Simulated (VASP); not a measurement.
A 63-atom supercell of NaCl (rock salt) holds Na vacancy in charge state -1. It is relaxed twice, with the total moment held at 0 and at 2 μB. All values below come from PBE GGA, VASP's PBE PAW potentials (set 64) (plane waves; VASP). Run with PREC = Normal, LREAL = Auto, ISYM = 0, NELECT = 442.0, EDIFF = 1E-5, 400 eV cut-off, 1×1×1 Γ-centred mesh, Gaussian smearing of 0.050 eV, potentials Na_pv Cl.

The cell is charged, with a uniform compensating background. The supercell is sampled at Γ alone, which is coarse: total energies, pressure and levels can be off, energies of defects by several tenths of an eV.

Task: Which spin state lies lower, and by how much?

Result: The state with 0 μB lies lower, by 4.94 eV.

The cell is a supercell with a defect, built from NaCl (rock salt).
